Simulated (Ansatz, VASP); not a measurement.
# Ta2C in two plane-wave programs

Wanted: the spread between two codes on one cell, functional and k mesh. The cell is taken from a series of runs on this material, whose earlier steps may have relaxed, scaled, displaced or heated it; both programs get it as it stands.

Method: plane waves, with VASP 6.6.1 beside it; PBEsol, in Ansatz 0.2.0.

**1. Starting point**

The cell holds 3 atoms: 1 C and 2 Ta. Its edges and angles: a = 3.100 Å, b = 3.100 Å, c = 20.000 Å, α = 90.0°, β = 90.0°, γ = 120.0°. Vacuum lies along c.

**2. Ansatz: single point, PBEsol**

Ansatz runs on its default PAW (the set named soft_2) files.

With cell and atoms fixed, the geometry can't cause a difference; cores, projectors, grids and the points listed under the comparison can.

Input file input.yaml:

```yaml
crystal:
  lattice:
    - [3.1, 0.0, 0.0]
    - [-1.55, 2.68468, 0.0]
    - [0.0, 0.0, 20.0]
  atoms:
    - { symbol: C, position: [0.0, 0.0, 0.5] }
    - { symbol: Ta, position: [0.333333, 0.666667, 0.56] }
    - { symbol: Ta, position: [0.666667, 0.333333, 0.44] }
  periodic: [true, true, false]
kpoints:
  mp_grid: { grid: [6, 6, 1] }
hamiltonian:
  xc: pbesol
scf:
  occupations: { method: gaussian, width: 0.1 }
output:
  forces: true
  stress: true
  eigenvalues: true
```

Started as:

```
$ ansatz run input.yaml --threads 8 --pin off --max-ram 14336MiB --backend cpu --events-out ev --progress --plain --runs-dir out
```

Numbers of over 12 decimals in the logs are rounded to 6 here.

What it wrote:

```text
Warning: crystal.periodic: the lattice vector that does not repeat stood 0.000° off the slab's normal, 20.000 Å along it as the deck builds it. The run solves the slab on a vector along the normal, 28.600 Å long, with every atom where it was (on the deck's vector they left 17.60 Å outside them, and the widest stretch free of ions among them is 1.20 Å). A fractional position that the run reports is one of the run's ce [...]
Warning: the atoms were moved onto the symmetric positions of the space group found under crystal.symmetry.tolerance 1.0e-5 (fractional; no operation is sought that the atoms, as they stand in a round, miss by more than twice it, and no atom is moved by as much as it), and the run uses the moved positions. Before a round's move an operation carried an atom to 3.10e-6 Å from where it should land, the largest such dist [...]
crystal.periodic: the lattice vector that does not repeat stood 0.000° off the slab's normal, 20.000 Å along it as the deck builds it. The run solves the slab on a vector along the normal, 28.600 Å long, with every atom where it was (on the deck's vector they left 17.60 Å outside them, and the widest stretch free of ions among them is 1.20 Å). A fractional position that the run reports is one of the run's cell, which [...]
Engine: ansatz 0.2.0, aarch64-unknown-linux-gnu
Pseudopotentials: kind: paw
Pseudopotential: C, paw, valence charge 4, recommended cutoff 420 eV (normal), C.paw.azcp
Pseudopotential: Ta, paw, valence charge 13, recommended cutoff 420 eV (normal), Ta.paw.azcp
Functional definition: PBEsol
  exchange = pbesol_x
  correlation = pbesol_c
Crystal: 3 atoms, lattice volume = 238.024 Å³
Basis set: ecut = 420 eV, 4631 PW (Γ), exchange–correlation on 48×48×384 points (8 copies of the dense FFT grid, shifted against one another)
Bands: 19, of which v1, the nominal top of the filled ones, is band 15 counted from 1 (14 counted from 0)
Symmetry: 12 space group operations
Space group: P-3m1 (ITA 164), of the structure as read, at distance tolerance 6.2e-5 Å
k-points: 7 of 36
Non-local potential: C, projectors of the file, l = 0: 2, l = 1: 2, l = 2: 1
Non-local potential: Ta, projectors of the file, l = 0: 3, l = 1: 2, l = 2: 2, l = 3: 1
PAW form: soft (Blöchl's): semilocal exchange-correlation on the pseudo side does not see the compensation charge
PAW frozen core: C, regenerated for the run's functional, and the local potential with it (the file was generated under x = pbe(κ = 0.804, μ = 0.219515), c = pbe(β = 0.066725))
PAW frozen core: Ta, regenerated for the run's functional, and the local potential with it (the file was generated under x = pbe(κ = 0.804, μ = 0.219515), c = pbe(β = 0.066725))
PAW one-centre angular grid: C, 110 points (default); XC on 64 Gauss nodes
PAW one-centre angular grid: Ta, 590 points (default); XC on 64 Gauss nodes
Initial density: superposition of atomic densities (neutral atoms: chi_scale 0, normalization atom), corrected by the library's trained network
Initial wavefunctions: pseudopotential atomic-orbital guess
Functional: x = pbesol(κ = 0.804, μ = 0.123457), c = pbesol(β = 0.046)
SCF iter   1: F=—  HF=-19858.586631 eV  |F-HF|=—  |Δ(HF+E_count)|=         —  Δρ=4.85e-3  dr2=7.08e-2  ethr=1.77e-3  ⟨swp⟩=11.1  Hψ=1046  notcnv=0
preconditioner: auto → LDOS  [insulator: Δε(μ)=0.171 eV  Ē_g=6.374 eV  σ=0.100 eV  W_gap=0.66  n_scr=16 (ndim 8)  ℏωp=9.0 eV  f_vac=0.742  D(μ)=2.27/eV (n_scr^D=10)  ε∞_Penn≈3.0  β→1.0]
SCF iter   2: F=—  HF=-19858.573851 eV  |F-HF|=—  |Δ(HF+E_count)|=   1.28e-2  Δρ=1.59e-3  dr2=1.46e-2  ethr=2.36e-4  ⟨swp⟩=3.9  Hψ=376  notcnv=0
SCF iter   3: F=—  HF=-19858.572473 eV  |F-HF|=—  |Δ(HF+E_count)|=   1.38e-3  Δρ=4.99e-4  dr2=1.12e-3  ethr=4.88e-5  ⟨swp⟩=3.9  Hψ=290  notcnv=0
SCF iter   4: F=—  HF=-19858.572445 eV  |F-HF|=—  |Δ(HF+E_count)|=   2.78e-5  Δρ=1.68e-4  dr2=8.53e-5  ethr=3.73e-6  ⟨swp⟩=4.0  Hψ=335  notcnv=0
SCF iter   5: F=—  HF=-19858.572566 eV  |F-HF|=—  |Δ(HF+E_count)|=   1.21e-4  Δρ=3.56e-5  dr2=2.96e-6  ethr=2.84e-7  ⟨swp⟩=3.6  Hψ=303  notcnv=0
SCF iter   6: F=—  HF=-19858.572569 eV  |F-HF|=—  |Δ(HF+E_count)|=   2.63e-6  Δρ=6.52e-6  dr2=1.27e-7  ethr=9.87e-9  ⟨swp⟩=3.3  Hψ=296  notcnv=0
SCF iter   7: F=-19858.572569 eV  HF=-19858.572569 eV  |F-HF|=1.36e-8  |Δ(HF+E_count)|=   1.55e-7  Δρ=1.93e-6  dr2=1.23e-8  ethr=3.33e-10  ⟨swp⟩=12.4  Hψ=872  notcnv=0
SCF 1 converged in 7 iterations: F = -19858.572569 eV  dr2 = 1.23e-8
  greatest PAW one-centre occupation: 1.000 electrons in one spin orbital (limit 2), on the Ta atom at site 2 (counted from 0), in its partial waves of l = 0
SCF converged after 7 iterations
Free energy (F): -19858.572569 eV
Harris-Foulkes:  -19858.572569 eV  (|F-HF|=1.36e-8)
Internal energy: -19858.558532 eV  (E = F + TS)
E sigma→0 (E₀):  -19858.565550 eV
Entropy (-TS):   -0.014037 eV (-4.679 meV/atom)
Fermi energy:    -4.750222 eV
--- Per-component energies (eV) ---
  E_band       = -891.542222
  E_kinetic    = 818.928016
  E_local      = -57491.349783  (includes V_loc(G=0)·N_el)
  E_nonlocal   = 60.906925
  E_hartree    = 28210.823195
  E_xc         = -480.098438
  E_vxc        = -464.817712  (∫ρ·V_xc dr)
  E_paw        = -16640.103490  (= ΣΔE_a)
  E_vpaw       = -236.870791  (= ΣTr[D̂ρ^β])
  E_aug_tail   = 0.000269  (compensation charges beyond the density's cutoff)
  E_ewald      = 25661.886382
  E_core_change = 0.448393  (= ΣΔE_core)
  E_smearing   = -0.014037  (= −TS)
  E_closure    = 0.000000  (closes the sum)
  Σ components = -19858.572569   (vs F -19858.572569, Δ=0.00e0)
--- Forces (eV/Å), atoms counted from 1 ---
  atom   1  C      0.00000000     0.00000000     0.00000000
  atom   2  Ta    -0.00000000     0.00000000    -0.42774831
  atom   3  Ta    -0.00000000     0.00000000     0.42774831
  max |Σ_I F_I| component: 1.11e-16 eV/Å
--- 2D stress c σ (N/m, compression-positive) ---
       -4.394420       0.000000       0.000000
        0.000000      -4.394420       0.000000
        0.000000       0.000000       0.000000
  P = ½ c Tr σ = -4.3944 N/m
--- Band table (eV; the first three rows and the last of 7) ---
  k-point 0: bands = [... 11 lower, -8.9234, -6.3613, -5.5512, -5.2610, -4.8086, -4.8086, -2.9320, -2.9320]
  k-point 1: bands = [... 11 lower, -8.8208, -6.2413, -6.0642, -5.5078, -4.6051, -4.2057, -3.3985, -2.9562]
  k-point 2: bands = [... 11 lower, -8.8373, -7.5001, -5.8211, -5.3027, -3.2961, -2.8486, -2.7998, -1.5723]
  k-point 6: bands = [... 11 lower, -8.8616, -5.7034, -5.5772, -5.5772, -4.1178, -2.3251, -2.3251, -1.2016]
```

**3. VASP: single point, PBEsol**

The same cell, functional, mesh and smearing now go to VASP, with its own data sets.

Lines of VASP's logs that name or quote its potential files are left out, and so is its time.

Input file INCAR:

```
SYSTEM = Ta2C
PREC = Accurate
ENCUT = 520
EDIFF = 1E-06
NELM = 120
ISMEAR = 0
SIGMA = 0.1
LREAL = .FALSE.
ALGO = Normal
GGA = PS
NBANDS = 19
LASPH = .TRUE.
LORBIT = 11
LWAVE = .FALSE.
LCHARG = .FALSE.
ISIF = 2
LDIPOL = .TRUE.
IDIPOL = 3
DIPOL = 0.5 0.5 0.5
LVHAR = .TRUE.
GGA_COMPAT = .FALSE.
NELMDL = -8
```

Input file POSCAR:

```
Ta2C
1.0
    3.1000000000      0.0000000000      0.0000000000
   -1.5500000000      2.6846800000      0.0000000000
    0.0000000000      0.0000000000     20.0000000000
C Ta
1 2
Direct
    0.0000000000      0.0000000000      0.5000000000
    0.3333333333      0.6666666667      0.5600000000
    0.6666666667      0.3333333333      0.4400000000
```

Input file KPOINTS:

```
Automatic mesh
0
Gamma
6 6 1
0 0 0
```

PAW data sets: C and Ta_pv (PBE family, release 64).

Started as:

```
$ mpirun -np 1 vasp_std
```

What it wrote:

```text
[banner, memory and clock lines left out]
running    1 mpi-ranks, on    1 nodes
 distrk:  each k-point on    1 cores,    1 groups
 distr:  one band on    1 cores,    1 groups

 POSCAR found type information on POSCAR C Ta
 POSCAR found :  2 types and       3 ions
|                                                                             |
|               ----> ADVICE to this user running VASP <----                  |
|                                                                             |
|     You enforced a specific xc type in the INCAR file but a different       |
|     [... a line on the potential file left out ...]
|     I HOPE YOU KNOW WHAT YOU ARE DOING!                                     |
|                                                                             |

 LDA part: xc-table for (Slater+PW92), standard interpolation
 POSCAR, INCAR and KPOINTS ok, starting setup
 FFT: planning ... GRIDC
 FFT: planning ... GRID_SOFT
 FFT: planning ... GRID
 WAVECAR not read
 entering main loop
       N       E                     dE             d eps       ncg     rms          rms(c)
DAV:   1     0.169482873944E+03    0.16948E+03   -0.14065E+04   322   0.112E+03
DAV:   2    -0.288585578063E+02   -0.19834E+03   -0.19658E+03   360   0.283E+02
DAV:   3    -0.386682496432E+02   -0.98097E+01   -0.96686E+01   345   0.587E+01
DAV:   4    -0.389405020443E+02   -0.27225E+00   -0.26696E+00   388   0.952E+00
DAV:   5    -0.389451270919E+02   -0.46250E-02   -0.46196E-02   339   0.117E+00
DAV:   6    -0.389452753812E+02   -0.14829E-03   -0.14823E-03   377   0.203E-01
DAV:   7    -0.389452820041E+02   -0.66229E-05   -0.66222E-05   358   0.401E-02
DAV:   8    -0.389452824148E+02   -0.41071E-06   -0.41022E-06   369   0.889E-03    0.275E+01
DAV:   9    -0.338580641369E+02    0.50872E+01   -0.30235E+01   308   0.297E+01    0.108E+01
DAV:  10    -0.336590322832E+02    0.19903E+00   -0.13055E+00   304   0.731E+00    0.408E+00
DAV:  11    -0.336127879328E+02    0.46244E-01   -0.15833E-01   309   0.239E+00    0.370E-01
DAV:  12    -0.336101263405E+02    0.26616E-02   -0.18452E-02   366   0.678E-01    0.195E-01
DAV:  13    -0.336105676637E+02   -0.44132E-03   -0.36376E-03   293   0.418E-01    0.609E-02
DAV:  14    -0.336109741564E+02   -0.40649E-03   -0.47988E-04   323   0.134E-01    0.406E-02
[...]
DAV:  18    -0.336127334918E+02   -0.43062E-04   -0.68145E-06   361   0.166E-02    0.335E-03
DAV:  19    -0.336127720075E+02   -0.38516E-04   -0.55298E-06   244   0.914E-03    0.158E-03
DAV:  20    -0.336127885701E+02   -0.16563E-04   -0.27430E-06   242   0.440E-03    0.769E-04
DAV:  21    -0.336127933300E+02   -0.47599E-05   -0.55579E-07   248   0.231E-03    0.492E-04
DAV:  22    -0.336128047580E+02   -0.11428E-04   -0.55596E-07   232   0.211E-03    0.448E-04
DAV:  23    -0.336128094242E+02   -0.46661E-05   -0.23290E-07   210   0.175E-03    0.163E-04
DAV:  24    -0.336128116121E+02   -0.21879E-05   -0.14678E-07   226   0.879E-04    0.174E-04
DAV:  25    -0.336128117302E+02   -0.11814E-06   -0.43923E-09   169   0.468E-04
   1 F= -.33612812E+02 E0= -.33605765E+02  d E =-.140936E-01
```

OUTCAR, selected parts (step 3):

```text
ion  position               nearest neighbor table
   1  0.000  0.000  0.500-   2 2.15   3 2.15   3 2.15   2 2.15   3 2.15   2 2.15
   2  0.333  0.667  0.560-   1 2.15   1 2.15   1 2.15   3 2.99   3 2.99   3 2.99
   3  0.667  0.333  0.440-   1 2.15   1 2.15   1 2.15   2 2.99   2 2.99   2 2.99

  LATTYP: Found a hexagonal cell.
 ALAT       =     3.1000000000
 C/A-ratio  =     6.4516129032

 Subroutine GETGRP returns: Found 12 space group operations
 (whereof 12 operations were pure point group operations)

The static configuration has the point symmetry D_3d.

 Found      7 irreducible k-points:

   k-points           NKPTS =      7   k-points in BZ     NKDIM =      7   number of bands    NBANDS=     19

   dimension x,y,z NGX =    24 NGY =   24 NGZ =  150
   dimension x,y,z NGXF=    48 NGYF=   48 NGZF=  300

   ENCUT  =  520.0 eV  38.22 Ry    6.18 a.u.   5.76  5.76 37.19*2*pi/ulx,y,z

   NELECT =      26.0000    total number of electrons

 k-points in reciprocal lattice and weights: Automatic mesh
   0.00000000  0.00000000  0.00000000       0.028
   0.16666667  0.00000000  0.00000000       0.167
   0.33333333  0.00000000  0.00000000       0.167
   0.50000000  0.00000000  0.00000000       0.083
   0.16666667  0.16666667  0.00000000       0.167
   0.33333333  0.16666667  0.00000000       0.333
   0.33333333  0.33333333  0.00000000       0.056

 dipolmoment           0.000000      0.000000      0.000000 electrons x Angstroem

 average (electrostatic) potential at core
       1 -56.9835       2 -44.4789       3 -44.4789

 E-fermi :  -1.8236

 k-point     1 :       0.0000    0.0000    0.0000
  band No.  band energies     occupation
    ...
     11      -3.4223      2.00000
     12      -2.6219      2.00000
     13      -2.3396      2.00000
     14      -1.8811      1.58359
     15      -1.8811      1.58353
     16      -0.0130      0.00000
     17      -0.0130      0.00000
     18       1.1864      0.00000
     19       1.1868      0.00000

 k-point     2 :       0.1667    0.0000    0.0000
  band No.  band energies     occupation
    ...
      9      -6.9365      2.00000
     10      -5.8956      2.00000
     11      -3.3114      2.00000
     12      -3.1365      2.00000
     13      -2.5750      2.00000
     14      -1.6817      0.04473
     15      -1.2793      0.00000
     16      -0.4733      0.00000
     17      -0.0311      0.00000
     18       1.2955      0.00000
    ...

 k-point     3 :       0.3333    0.0000    0.0000
  band No.  band energies     occupation
    ...
      9      -6.6695      2.00000
     10      -5.9132      2.00000
     11      -4.5744      2.00000
     12      -2.8931      2.00000
     13      -2.3730      2.00000
     14      -0.3722      0.00000
     15       0.0793      0.00000
     16       0.1261      0.00000
     17       1.3682      0.00000
     18       1.4485      0.00000
    ...

  Total       -2.1523341     -2.1523361     -0.9223625      0.0000000      0.0000000      0.0000000
  in kB      -20.7174382    -20.7174575     -8.8782627      0.0000000      0.0000000      0.0000000
  external PRESSURE =     -16.7710528 kB  Pullay stress =       0.0000000 kB

  energy-cutoff  :      520.00
  volume of cell :      166.45
      direct lattice vectors                 reciprocal lattice vectors
     3.100000000  0.000000000  0.000000000     0.322580645  0.186241936  0.000000000
    -1.550000000  2.684680000  0.000000000     0.000000000  0.372483871  0.000000000
     0.000000000  0.000000000 20.000000000     0.000000000  0.000000000  0.050000000

 POSITION                                       TOTAL-FORCE (eV/Angst)
 -----------------------------------------------------------------------------------
      0.00000      0.00000     10.00000         0.000000      0.000000      0.000000
     -0.00000      1.78979     11.20000        -0.000000      0.000000     -0.378466
      1.55000      0.89489      8.80000        -0.000000      0.000000      0.378466
 -----------------------------------------------------------------------------------
    total drift:                               -0.000000      0.000000      0.000000

  FREE ENERGIE OF THE ION-ELECTRON SYSTEM (eV)
  ---------------------------------------------------
  free  energy   TOTEN  =       -33.6128117302 eV

  energy  without entropy=      -33.5987181265  energy(sigma->0) =      -33.60576493

 vacuum level on the upper side and lower side of the slab         2.925         2.925

 total charge
# of ion       s       p       d       tot
------------------------------------------
    1        0.875   1.585   0.000   2.459
    2        0.327   6.203   2.363   8.893
    3        0.327   6.203   2.363   8.893
--------------------------------------------------
tot          1.528  13.990   4.726  20.244

[... 3 further parts left out ...]
```

The run ends at a pressure of -1.68 GPa, with forces up to 0.38 eV/Å.

**4. Side by side**

Known differences besides the potentials themselves: Ansatz cuts the interaction across the vacuum, VASP repeats the sheet with a dipole correction (LDIPOL); the data sets hold 30 valence electrons in Ansatz (on its default PAW (the set named soft_2) files) and 26 in VASP; the cutoff is 420 eV in Ansatz and 520 eV in VASP; Ansatz makes its cores anew for this functional, VASP keeps those of its PBE data sets. Total energies have different zeros and are not compared.

Forces (eV/Å; atoms numbered as in POSCAR):

```tsv
atom	Ansatz x, y, z	VASP x, y, z
C1	0.000, 0.000, 0.000	0.000, 0.000, 0.000
Ta2	0.000, 0.000, -0.428	0.000, 0.000, -0.378
Ta3	0.000, 0.000, 0.428	0.000, 0.000, 0.378
```

The forces differ by 23 meV/Å r.m.s., which is 13.0 % of the r.m.s. force of 0.178 eV/Å (both taken over all components). Where the cell holds vacuum, a pressure given here is an average over it and none of the material.

**5. Other set-ups**

Further runs change the set-up of one program: Ansatz's method, potentials or start, or VASP's data sets, cutoff or form of LDA. The table gives that difference for each run.

```tsv
run	r.m.s. force difference (meV/Å)
as above	23
VASP with the data sets C and Ta_sv_GW	13
```

**6. What came out**

```yaml
r_m_s_force_difference_single_point_pbesol: 23 meV/Å
```

In words: The r.m.s. force difference is 23 meV/Å (single point, PBEsol), beyond the 12 meV/Å picked in this series as the mark of a large difference. The data sets hold unlike numbers of valence electrons (30 in Ansatz and 26 in VASP), so part of the differences may come from the potentials. Single point, PBEsol, VASP with the data sets C and Ta_sv_GW: r.m.s. force difference goes from 23 to 13 meV/Å. Such differences can come from data sets, numerical settings and the points named under the comparisons, not from the functional's error against experiment.

[Lines on the potential files, build, host, timing and source positions are cut from VASP's logs without a mark.]

[Logs are printed without paths, hosts, clocks, repeated set-up lines and the standing remarks that a program may print on its own settings, such as how far it seeks lower states.]

[Hosts, paths, dates, database ids (printed as entryN), source tags and the programs' standing remarks are cut or masked in the printed files.]
